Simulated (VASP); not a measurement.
Input for VASP

**KPOINTS**
```
Automatic
0
gamma
 8 8 5
0 0 0
```

POSCAR:
```
ZnO
1
    1.6250000000    -2.8145830000     0.0000000000
    1.6250000000     2.8145830000     0.0000000000
    0.0000000000     0.0000000000     5.2100000000
Zn O
2 2
Direct
  0.6666670000   0.3333330000   0.5000000000
  0.3333330000   0.6666670000   0.0000000000
  0.6666670000   0.3333330000   0.8820000000
  0.3333330000   0.6666670000   0.3820000000
```

INCAR:
```
ALGO = Normal
EDIFF = 1E-6
EDIFFG = -0.01
ENCUT = 520
GGA = PE
IBRION = 2
ISIF = 3
ISMEAR = 0
LASPH = T
LCHARG = F
LMAXMIX = 4
LREAL = F
LWAVE = F
NELM = 100
NSW = 60
PREC = Accurate
SIGMA = 0.05
SYSTEM = ZnO
```

POTCAR, in this order: Zn O (PBE.64 set). Program: vasp_std.

Question: Translate this PBE calculation to Ansatz.

Answer: One equivalent input (not run):
Ansatz 0.2 input:
```yaml
crystal:
  lattice:
    - [1.6250000, -2.8145830, 0.0000000]
    - [1.6250000, 2.8145830, 0.0000000]
    - [0.0000000, 0.0000000, 5.2100000]
  atoms:
    - { symbol: Zn, position: [0.6666670, 0.3333330, 0.5000000] }
    - { symbol: Zn, position: [0.3333330, 0.6666670, 0.0000000] }
    - { symbol: O, position: [0.6666670, 0.3333330, 0.8820000] }
    - { symbol: O, position: [0.3333330, 0.6666670, 0.3820000] }
kpoints:
  mp_grid: { grid: [8, 8, 5] }
hamiltonian:
  xc: pbe
  pseudopotentials: { kind: paw }
scf:
  occupations: { method: gaussian, width: 0.05 }
  max_iter: 100
relax:
  max_steps: 60
  f_tol: 0.01
  cell: {}
output: { forces: true, stress: true, eigenvalues: true }
```
What does not carry over: each code has its own PAW files, so the cut-off isn't converted (ENCUT is set for VASP's; basis.ecutwfc is left out, and Ansatz then takes the one that its files recommend); Ansatz stops its SCF on the density residual and VASP on the energy change (EDIFF).

The compound is ZnO in the wurtzite structure. This run relaxes it. Symmetry was kept, so distortions that lower it aren't found.
